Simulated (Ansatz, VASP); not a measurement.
# Re (Rhenium): VASP beside Ansatz

Aim: how closely do two programs agree when they are given the same cell, functional and k mesh? The cell is taken from a series of runs on this material, whose earlier steps may have relaxed, scaled, displaced or heated it; both programs get it as it stands.

Main program and level: Ansatz 0.2.0; plane waves, with VASP 6.6.1 beside it; zone-centre phonons at PBEsol.

## 1. The structure

It takes space group P6_3/mmc (No. 194, hexagonal). Conventional cell: a = 2.769 Å, b = 2.769 Å, c = 4.470 Å, α = 90.00°, β = 90.00°, γ = 120.00°. Nearest to Re lie 12 Re at 2.75 to 2.77 Å.

## 2. Ansatz: zone-centre phonons, PBEsol

Ansatz runs on its PAW soft_1 files.

Second derivatives magnify differences that forces hide, and they need a tight electronic threshold.

input.yaml

```yaml
crystal:
  lattice:
    - [2.7690896746, 0.0, 0.0]
    - [-1.3845448373, 2.3981020035, 0.0]
    - [0.0, 0.0, 4.4703861319]
  atoms:
    - { symbol: Re, position: [0.3333333333, 0.6666666667, 0.25] }
    - { symbol: Re, position: [0.6666666667, 0.3333333333, 0.75] }
kpoints:
  mp_grid: { grid: [18, 18, 12] }
hamiltonian:
  xc: pbesol
  pseudopotentials: { kind: paw, azcp: { folder: soft_1 }, xc_functional: pbe }
scf:
  occupations: { method: methfessel_paxton, width: 0.2 }
output:
  eigenvalues: true
phonons:
  method: dfpt
```

Launch:

```
$ ansatz run input.yaml --threads 4 --pin off --max-ram 10240MiB --backend cpu --events-out ev --progress --plain --runs-dir out
```

Numbers of over 12 decimals in the logs are rounded to 6 here.

The program printed:

```text
zone centre: on kpoints.mp_grid the ground state, and the responses unless they are solved on pairs of k-points, stand on 637 of the mesh's 3888 k-points, reduced under 4 symmetry operations, with k and −k counted as one. Each operation leaves every solved displacement unchanged or reverses it
Engine: ansatz 0.2.0, x86_64-unknown-linux-gnu
Pseudopotentials: kind: paw
Pseudopotential: Re, paw, valence charge 15, recommended cutoff 420 eV (normal), soft_1/Re.paw.azcp
Functional definition: PBEsol
  exchange = pbesol_x
  correlation = pbesol_c
Crystal: 2 atoms, lattice volume = 29.686 Å³
Basis set: ecut = 420 eV, 579 PW (Γ), exchange–correlation on 40×40×60 points (8 copies of the dense FFT grid, shifted against one another)
Bands: 19, of which v1, the nominal top of the filled ones, is band 15 counted from 1 (14 counted from 0)
Symmetry: 24 space group operations
k-points: 637 of 3888 (irreducible under 4 space group operations, time reversal used)
Non-local potential: Re, projectors of the file, l = 0: 3, l = 1: 2, l = 2: 2, l = 3: 1
PAW form: soft (Blöchl's): semilocal exchange-correlation on the pseudo side does not see the compensation charge
PAW frozen core: Re, regenerated for the run's functional, and the local potential with it (the file was generated under x = pbe(κ = 0.804, μ = 0.219515), c = pbe(β = 0.066725))
PAW one-centre angular grid: Re, 590 points (default); XC on 64 Gauss nodes
Initial density: superposition of atomic densities (chi_scale 0.1, normalization cell)
Initial wavefunctions: pseudopotential atomic-orbital guess
Functional: x = pbesol(κ = 0.804, μ = 0.123457), c = pbesol(β = 0.046)
SCF iter   1: F=—  HF=-21477.175060 eV  |F-HF|=—  |Δ(HF+E_count)|=         —  Δρ=6.28e-2  dr2=1.10e0  ethr=3.10e-3  ⟨swp⟩=4.6  Hψ=47969  notcnv=0
preconditioner: auto → none  [metal: Δε(μ)=0.012 eV  Ē_g=6.339 eV  σ=0.200 eV  W_gap=0.05  n_scr=8 (ndim 8)  ℏωp=25.5 eV  f_vac=0.000  D(μ)=1.61/eV (n_scr^D=22)  sad-step TF]
SCF iter   2: F=—  HF=-21476.878727 eV  |F-HF|=—  |Δ(HF+E_count)|=   2.96e-1  S|Δr|=    0.00e0  Δρ=3.66e-2  dr2=3.62e-1  ethr=3.10e-3  ⟨swp⟩=2.0  Hψ=19433  notcnv=0  defer=6
SCF iter   3: F=—  HF=-21476.739697 eV  |F-HF|=—  |Δ(HF+E_count)|=   1.39e-1  S|Δr|=    0.00e0  Δρ=1.76e-3  dr2=3.32e-4  ethr=1.21e-3  ⟨swp⟩=3.0  Hψ=23346  notcnv=0  defer=6
SCF iter   4: F=—  HF=-21476.740047 eV  |F-HF|=—  |Δ(HF+E_count)|=   3.50e-4  S|Δr|=    0.00e0  Δρ=1.88e-4  dr2=1.11e-5  ethr=1.11e-6  ⟨swp⟩=2.1  Hψ=17903  notcnv=0  defer=6
SCF iter   5: F=—  HF=-21476.740043 eV  |F-HF|=—  |Δ(HF+E_count)|=   3.98e-6  S|Δr|=    0.00e0  Δρ=3.15e-5  dr2=2.00e-7  ethr=3.69e-8  ⟨swp⟩=2.0  Hψ=16425  notcnv=0  defer=6
SCF iter   6: F=—  HF=-21476.740043 eV  |F-HF|=—  |Δ(HF+E_count)|=   8.08e-8  S|Δr|=    0.00e0  Δρ=7.57e-6  dr2=1.22e-8  ethr=6.68e-10  ⟨swp⟩=2.7  Hψ=23057  notcnv=0  defer=4
SCF iter   7: F=—  HF=-21476.740043 eV  |F-HF|=—  |Δ(HF+E_count)|=   2.37e-9  S|Δr|=    0.00e0  Δρ=1.21e-6  dr2=2.40e-10  ethr=4.07e-11  ⟨swp⟩=2.8  Hψ=21046  notcnv=0  defer=4
SCF iter   8: F=-21476.740043 eV  HF=-21476.740043 eV  |F-HF|=7.28e-12  |Δ(HF+E_count)|=  7.28e-12  S|Δr|=    0.00e0  Δρ=8.88e-8  dr2=1.05e-12  ethr=1.00e-12  ⟨swp⟩=5.7  Hψ=52021  notcnv=0
SCF 1 converged in 8 iterations: F = -21476.740043 eV  dr2 = 1.05e-12
  greatest PAW one-centre occupation: 0.999 electrons in one spin orbital (limit 2), on the Re atom at site 1 (counted from 0), in its partial waves of l = 0
DFPT response loops at Γ: preconditioner auto → Kerker (q_TF=auto, 2.733 Å⁻¹) (partly filled bands, converged f_vac=0.000); β = 1.00, the filter's whole step (`scf.mixing.beta` (0.50) is not read by the response loops under this deck's `scf.mixing.preconditioner`; to damp them name `kerker` or `kerker_dos`, under which they read `scf.mixing.beta`, and type it under 1.00, their step now; both keys bind the ground state too); Broyden in place of MSR1
SCF converged after 8 iterations
Stability not checked: this state was not tested for a lower state beside it, because cold or Methfessel-Paxton smearing, or corrected tetrahedra, fill the levels in a way that the test cannot read (fill_not_monotonic; see scf.lower_state_search)
Free energy (F): -21476.740043 eV
Harris-Foulkes:  -21476.740043 eV  (|F-HF|=7.28e-12)
Internal energy: -21476.740576 eV  (E = F + TS)
E sigma→0 (E₀):  -21476.740176 eV
Entropy (-TS):   0.000532 eV (0.266 meV/atom)
Fermi energy:    23.600694 eV
--- Per-component energies (eV) ---
  E_band       = -153.565040
  E_kinetic    = 1045.204142
  E_local      = -1562.636661  (includes V_loc(G=0)·N_el)
  E_nonlocal   = 165.028126
  E_hartree    = 542.924827
  E_xc         = -708.303596
  E_vxc        = -579.799604  (∫ρ·V_xc dr)
  E_paw        = -17151.923450  (= ΣΔE_a)
  E_vpaw       = -307.210832  (= ΣTr[D̂ρ^β])
  E_aug_tail   = 0.000099  (compensation charges beyond the density's cutoff)
  E_ewald      = -3807.500717
  E_core_change = 0.466653  (= ΣΔE_core)
  E_smearing   = 0.000532  (= −TS)
  E_closure    = -0.000000  (closes the sum)
  Σ components = -21476.740043   (vs F -21476.740043, Δ=0.00e0)
--- Band table (eV; the first three rows and the last of 637) ---
  k-point 0: bands = [... 11 lower, 22.0553, 22.0615, 22.8857, 22.8857, 23.8037, 23.8037, 24.2144, 26.9554]
  k-point 1: bands = [... 11 lower, 22.0112, 22.0113, 22.8324, 22.8324, 23.9238, 23.9238, 23.9701, 26.9667]
  k-point 2: bands = [... 11 lower, 21.9176, 21.9176, 22.6881, 22.6881, 23.3541, 24.2411, 24.2411, 26.9785]
  k-point 636: bands = [... 11 lower, 20.3743, 21.4821, 21.4821, 23.4437, 23.4437, 27.5553, 27.5553, 29.8773]
--- Phonons (Γ-DFPT): 2 representative perturbations + reference, on 637 of 3888 k-points (Σ response iterations 5) ---
  k mesh reduced under 4 symmetry operations, with k and −k counted as one. Each operation leaves every solved displacement unchanged or reverses it
  ASR residual: 8.595e-5 → 0.000e0 eV/Å²; symmetrization residual: 2.256e-13 eV/Å²
  ASR residual per site (eV/Å²): 8.60e-5 8.60e-5
  Γ frequencies (cm⁻¹): 0.00 0.00 0.00 71.87 111.77 111.77
  non-analytic LO–TO correction: not included (Born effective charges unavailable; polar crystals: no LO–TO splitting at Γ)
```

Reading the cycles: dr2 is the Hartree energy of the density residual (eV), the measure of convergence; HF is the Harris–Foulkes estimate of the energy, which meets the free energy F at convergence.

## 3. VASP: zone-centre phonons, PBEsol

The same cell, functional, mesh and smearing now go to VASP, with its own data sets.

Lines of VASP's logs that name or quote its potential files are left out, and so is its time.

INCAR

```
SYSTEM = Re
PREC = Accurate
ENCUT = 600
EDIFF = 1E-08
NELM = 120
ISMEAR = 1
SIGMA = 0.2
LREAL = .FALSE.
ALGO = Normal
GGA = PS
NBANDS = 13
LASPH = .TRUE.
LORBIT = 11
LWAVE = .FALSE.
LCHARG = .FALSE.
ISIF = 2
IBRION = 8
GGA_COMPAT = .FALSE.
KPAR = 2
```

POSCAR

```
Re
1.0
    2.7690896746      0.0000000000      0.0000000000
   -1.3845448373      2.3981020035      0.0000000000
    0.0000000000      0.0000000000      4.4703861319
Re
2
Direct
    0.3333333334      0.6666666668      0.2500000000
    0.6666666668      0.3333333334      0.7500000000
```

KPOINTS

```
Automatic mesh
0
Gamma
18 18 12
0 0 0
```

PAW data sets: Re (PBE family, release 64).

Launch:

```
$ mpirun -np 2 vasp_std
```

The program printed:

```text
[banner, memory and clock lines left out]
running    2 mpi-ranks, on    1 nodes
 distrk:  each k-point on    1 cores,    2 groups
 distr:  one band on    1 cores,    1 groups

 POSCAR found type information on POSCAR Re
 POSCAR found :  1 types and       2 ions
|                                                                             |
|               ----> ADVICE to this user running VASP <----                  |
|                                                                             |
|     You enforced a specific xc type in the INCAR file but a different       |
|     [... a line on the potential file left out ...]
|     I HOPE YOU KNOW WHAT YOU ARE DOING!                                     |
|                                                                             |

 LDA part: xc-table for (Slater+PW92), standard interpolation
 POSCAR, INCAR and KPOINTS ok, starting setup
 FFT: planning ... GRIDC
 FFT: planning ... GRID_SOFT
 FFT: planning ... GRID
 WAVECAR not read
 entering main loop
       N       E                     dE             d eps       ncg     rms          rms(c)
DAV:   1     0.305354469274E+02    0.30535E+02   -0.73103E+03 12718   0.145E+03
DAV:   2    -0.253828034717E+02   -0.55918E+02   -0.47621E+02 11444   0.325E+02
DAV:   3    -0.282236105759E+02   -0.28408E+01   -0.25232E+01 11863   0.937E+01
DAV:   4    -0.282743143182E+02   -0.50704E-01   -0.47719E-01 10716   0.699E+00
DAV:   5    -0.282750814186E+02   -0.76710E-03   -0.76666E-03 11458   0.117E+00    0.437E+01
DAV:   6    -0.271082062525E+02    0.11669E+01   -0.10441E+00 11809   0.290E+01    0.175E+01
DAV:   7    -0.267379341931E+02    0.37027E+00   -0.66727E-01 12009   0.225E+01    0.599E-01
DAV:   8    -0.267255259576E+02    0.12408E-01   -0.81730E-03 11421   0.853E-01    0.165E-01
DAV:   9    -0.267244184850E+02    0.11075E-02   -0.59980E-04 12493   0.270E-01    0.405E-02
DAV:  10    -0.267244248052E+02   -0.63202E-05   -0.52923E-05 11109   0.894E-02    0.171E-02
DAV:  11    -0.267244256021E+02   -0.79688E-06   -0.80639E-07 12449   0.185E-02    0.180E-03
DAV:  12    -0.267244253764E+02    0.22569E-06   -0.26795E-08  8117   0.679E-03    0.848E-04
DAV:  13    -0.267244253689E+02    0.75045E-08   -0.15001E-08  7339   0.216E-03
   1 F= -.26724425E+02 E0= -.26724549E+02  d E =0.371784E-03
 Linear response reoptimize wavefunctions to high precision
DAV:   1    -0.267244253547E+02    0.14176E-07   -0.15358E-08  8923   0.217E-03
DAV:   2    -0.267244253547E+02   -0.24102E-10   -0.29332E-10  6012   0.463E-04
 Linear response DOF=           2
 Linear response progress:
  Degree of freedom:   1/  2
       N       E                     dE             d eps       ncg     rms          rms(c)
RMM:   1    -0.739414822364E-01   -0.73941E-01   -0.58009E+00 29914   0.155E+02
RMM:   2    -0.142501586587E+00   -0.68560E-01   -0.69809E-02 67166   0.271E+00    0.132E-01
RMM:   3    -0.142132064305E+00    0.36952E-03   -0.18550E-03 66542   0.365E-01    0.893E-02
RMM:   4    -0.141327246555E+00    0.80482E-03   -0.10535E-03 68522   0.333E-01    0.229E-02
RMM:   5    -0.141376473903E+00   -0.49227E-04   -0.42994E-05 65432   0.764E-02    0.902E-03
RMM:   6    -0.141389114168E+00   -0.12640E-04   -0.67883E-06 68679   0.279E-02    0.394E-03
RMM:   7    -0.141391279755E+00   -0.21656E-05   -0.52173E-07 60760   0.946E-03    0.102E-03
RMM:   8    -0.141389697106E+00    0.15826E-05   -0.28127E-07 70863   0.245E-03    0.390E-04
RMM:   9    -0.141388685928E+00    0.10112E-05   -0.11157E-07 67486   0.132E-03    0.768E-05
RMM:  10    -0.141388602884E+00    0.83045E-07   -0.10854E-07 72645   0.820E-04    0.216E-05
RMM:  11    -0.141388614906E+00   -0.12023E-07   -0.10053E-07 70427   0.780E-04    0.489E-06
RMM:  12    -0.141388611832E+00    0.30743E-08   -0.10662E-07 72725   0.766E-04    0.254E-06
RMM:  13    -0.141388613127E+00   -0.12947E-08   -0.10813E-07 72715   0.777E-04    0.852E-07
RMM:  14    -0.141388612174E+00    0.95330E-09   -0.10209E-07 74145   0.780E-04    0.181E-07
RMM:  15    -0.141388612521E+00   -0.34751E-09   -0.89283E-08 70702   0.781E-04    0.182E-07
 first order change of Fermi-energy  -0.67563E-04
 force on displaced ion       1 direction 1 :  -4.144   0.000   0.000
 Linear response progress:
  Degree of freedom:   2/  2
       N       E                     dE             d eps       ncg     rms          rms(c)
RMM:   1    -0.109449948183E+00   -0.10945E+00   -0.63252E+00 10277   0.161E+02
RMM:   2    -0.183879555686E+00   -0.74430E-01   -0.61417E-02 21564   0.325E+00    0.204E-01
RMM:   3    -0.184923649913E+00   -0.10441E-02   -0.60290E-03 22349   0.655E-01    0.117E-01
RMM:   4    -0.185073622798E+00   -0.14997E-03   -0.10448E-03 24097   0.195E-01    0.519E-02
RMM:   5    -0.185229710066E+00   -0.15609E-03   -0.35316E-04 22576   0.145E-01    0.148E-02
RMM:   6    -0.185238274982E+00   -0.85649E-05    0.53062E-06 21317   0.412E-02    0.627E-03
RMM:   7    -0.185266449453E+00   -0.28174E-04    0.98540E-05 21527   0.267E-02    0.285E-03
RMM:   8    -0.185274402465E+00   -0.79530E-05    0.27990E-06 24086   0.950E-03    0.129E-03
RMM:   9    -0.185268270808E+00    0.61317E-05    0.26426E-06 20447   0.109E-02    0.233E-04
RMM:  10    -0.185269367977E+00   -0.10972E-05    0.69877E-07 24099   0.292E-03    0.214E-04
RMM:  11    -0.185269667518E+00   -0.29954E-06   -0.38026E-07 22267   0.131E-03    0.142E-04
RMM:  12    -0.185269129920E+00    0.53760E-06    0.32019E-08 23048   0.104E-03    0.148E-05
RMM:  13    -0.185269315953E+00   -0.18603E-06   -0.40636E-07 25312   0.763E-04    0.783E-06
RMM:  14    -0.185269341198E+00   -0.25245E-07   -0.34920E-07 24973   0.689E-04    0.681E-06
[...]
RMM:  20    -0.185269352911E+00    0.25913E-09   -0.45873E-07 23513   0.690E-04    0.368E-07
RMM:  21    -0.185269352438E+00    0.47269E-09   -0.55189E-07 24908   0.688E-04    0.403E-07
RMM:  22    -0.185269351836E+00    0.60237E-09   -0.57622E-07 24072   0.687E-04    0.213E-07
RMM:  23    -0.185269352135E+00   -0.29959E-09   -0.46721E-07 24316   0.686E-04    0.445E-07
RMM:  24    -0.185269352464E+00   -0.32895E-09   -0.29263E-07 24189   0.685E-04    0.532E-07
RMM:  25    -0.185269352351E+00    0.11302E-09   -0.34703E-07 24098   0.685E-04    0.453E-07
RMM:  26    -0.185269351714E+00    0.63755E-09   -0.32357E-07 24371   0.685E-04    0.549E-07
RMM:  27    -0.185269352608E+00   -0.89416E-09   -0.24746E-07 24768   0.684E-04    0.527E-07
 first order change of Fermi-energy   0.30139E-04
 force on displaced ion       1 direction 3 :  -0.000   0.000  -1.602
 Linear response finished
```

OUTCAR, selected parts (step 3):

```text
ion  position               nearest neighbor table
   1  0.333  0.667  0.250-   2 2.75   2 2.75   2 2.75   2 2.75   2 2.75   2 2.75
   2  0.667  0.333  0.750-   1 2.75   1 2.75   1 2.75   1 2.75   1 2.75   1 2.75

  LATTYP: Found a hexagonal cell.
 ALAT       =     2.7690896746
 C/A-ratio  =     1.6143883576

 Subroutine GETGRP returns: Found 24 space group operations
 (whereof 12 operations were pure point group operations)

The static configuration has the point symmetry D_3d.
 The point group associated with its full space group is D_6h.

 Found    259 irreducible k-points:

   k-points           NKPTS =    259   k-points in BZ     NKDIM =    259   number of bands    NBANDS=     13

   dimension x,y,z NGX =    24 NGY =   24 NGZ =   36
   dimension x,y,z NGXF=    48 NGYF=   48 NGZF=   72

   ENCUT  =  600.0 eV  44.10 Ry    6.64 a.u.   5.53  5.53  8.93*2*pi/ulx,y,z

   NELECT =      14.0000    total number of electrons

 k-points in reciprocal lattice and weights: Automatic mesh
   0.00000000  0.00000000  0.00000000       0.000
   0.05555556  0.00000000  0.00000000       0.002
   0.11111111  0.00000000  0.00000000       0.002
   0.16666667  0.00000000  0.00000000       0.002
   0.22222222  0.00000000  0.00000000       0.002
   0.27777778  0.00000000  0.00000000       0.002
   0.33333333  0.00000000  0.00000000       0.002
   0.38888889  0.00000000  0.00000000       0.002
   0.44444444  0.00000000  0.00000000       0.002
[...]
0.33333333  0.27777778  0.50000000       0.003
   0.33333333  0.33333333  0.50000000       0.001

 average (electrostatic) potential at core
       1 -39.0909       2 -39.0909

  Total       -1.3822528     -1.3822528     -1.4047237      0.0000000      0.0000000     -0.0000000
  in kB      -74.6016380    -74.6016379    -75.8144140      0.0000000      0.0000000     -0.0000000
  external PRESSURE =     -75.0058966 kB  Pullay stress =       0.0000000 kB

  energy-cutoff  :      600.00
  volume of cell :       29.69
      direct lattice vectors                 reciprocal lattice vectors
     2.769089675  0.000000000  0.000000000     0.361129511  0.208498220  0.000000000
    -1.384544837  2.398102004  0.000000000     0.000000000  0.416996441  0.000000000
     0.000000000  0.000000000  4.470386132     0.000000000  0.000000000  0.223694323

 POSITION                                       TOTAL-FORCE (eV/Angst)
 -----------------------------------------------------------------------------------
      0.00000      1.59873      1.11760        -0.000000      0.000000      0.000000
      1.38454      0.79937      3.35279         0.000000     -0.000000      0.000000
 -----------------------------------------------------------------------------------
    total drift:                               -0.000000     -0.000000      0.000000

 Eigenvectors and eigenvalues of the dynamical matrix
 ----------------------------------------------------

   1 f  =    3.298033 THz    20.722150 2PiTHz  110.010526 cm-1    13.639561 meV
             X         Y         Z           dx          dy          dz
      0.000000  1.598735  1.117597     0.707107   -0.000000    0.000000
      1.384545  0.799367  3.352790    -0.707107    0.000000    0.000000

   2 f  =    3.298033 THz    20.722150 2PiTHz  110.010526 cm-1    13.639561 meV
             X         Y         Z           dx          dy          dz
      0.000000  1.598735  1.117597    -0.000000   -0.707107   -0.000000
      1.384545  0.799367  3.352790    -0.000000    0.707107    0.000000

   3 f  =    2.050439 THz    12.883286 2PiTHz   68.395274 cm-1     8.479929 meV
             X         Y         Z           dx          dy          dz
      0.000000  1.598735  1.117597     0.000000    0.000000   -0.707107
      1.384545  0.799367  3.352790    -0.000000    0.000000    0.707107

   4 f  =    0.000000 THz     0.000000 2PiTHz    0.000000 cm-1     0.000000 meV
             X         Y         Z           dx          dy          dz
      0.000000  1.598735  1.117597     0.000000    0.707107    0.000000
      1.384545  0.799367  3.352790     0.000000    0.707107    0.000000

   5 f  =    0.000000 THz     0.000000 2PiTHz    0.000000 cm-1     0.000000 meV
             X         Y         Z           dx          dy          dz
      0.000000  1.598735  1.117597    -0.000000   -0.000000    0.707107
      1.384545  0.799367  3.352790     0.000000    0.000000    0.707107

   6 f/i=    0.000000 THz     0.000000 2PiTHz    0.000000 cm-1     0.000000 meV
             X         Y         Z           dx          dy          dz
      0.000000  1.598735  1.117597     0.707107   -0.000000   -0.000000
      1.384545  0.799367  3.352790     0.707107   -0.000000    0.000000

 ELASTIC MODULI CONTR FROM IONIC RELAXATION (kBar)
 Direction    XX          YY          ZZ          XY          YZ          ZX
 --------------------------------------------------------------------------------
 XX        -134.2019    134.2019     -0.0000      0.0000     -0.0000      0.0000
 YY         134.2019   -134.2019      0.0000      0.0000      0.0000      0.0000
 ZZ          -0.0000      0.0000     -0.0000     -0.0000     -0.0000      0.0000
 XY           0.0000      0.0000     -0.0000   -134.2019     -0.0000      0.0000
 YZ          -0.0000      0.0000     -0.0000     -0.0000     -0.0000      0.0000
 ZX           0.0000      0.0000      0.0000      0.0000      0.0000      0.0000
 --------------------------------------------------------------------------------
```

The data set Re keeps the semicore shell frozen, which is cheaper and a little less accurate.

## 4. Side by side

Known differences besides the potentials themselves: the data sets hold 30 valence electrons in Ansatz (on its PAW soft_1 files) and 14 in VASP; the cutoff is 420 eV in Ansatz and 600 eV in VASP; Ansatz makes its cores anew for this functional, VASP keeps those of its PBE data sets. Total energies have different zeros and are not compared.

Compared:

```tsv
quantity	Ansatz	VASP	difference
optical mode 1 (cm⁻¹)	71.9	68.4	+5.08 %
optical mode 2 to 3 (cm⁻¹)	111.8	110.0	+1.60 %
```

Modes are paired by rising frequency, not by their patterns, so a pair may set unlike modes beside each other; they are those without the splitting of longitudinal modes.

## 5. Summary of results

```
r.m.s. difference of the optical zone-centre modes, each program's sorted by frequency (zone-centre phonons, PBEsol) : 2.5 cm⁻¹
difference in optical mode 1 (zone-centre phonons, PBEsol)                                                           : +5.1 %
```

What this shows: The r.m.s. difference of the optical zone-centre modes, each program's sorted by frequency is 2.5 cm⁻¹ (zone-centre phonons, PBEsol). The data sets hold unlike numbers of valence electrons (30 in Ansatz and 14 in VASP), so part of the differences comes from the potentials. Among the rows given in per cent, the largest difference of the zone-centre phonons, PBEsol pair is in optical mode 1, +5.1 %. How closely two codes agree says nothing of how well the functional describes the real material.

[Lines on the potential files, build, host, timing and source positions are cut from VASP's logs without a mark.]

[Logs are printed without paths, hosts, clocks, repeated set-up lines and the standing remarks that a program may print on its own settings, such as how far it seeks lower states.]

[Hosts, paths, dates, database ids (printed as entryN), source tags and the programs' standing remarks are cut or masked in the printed files.]
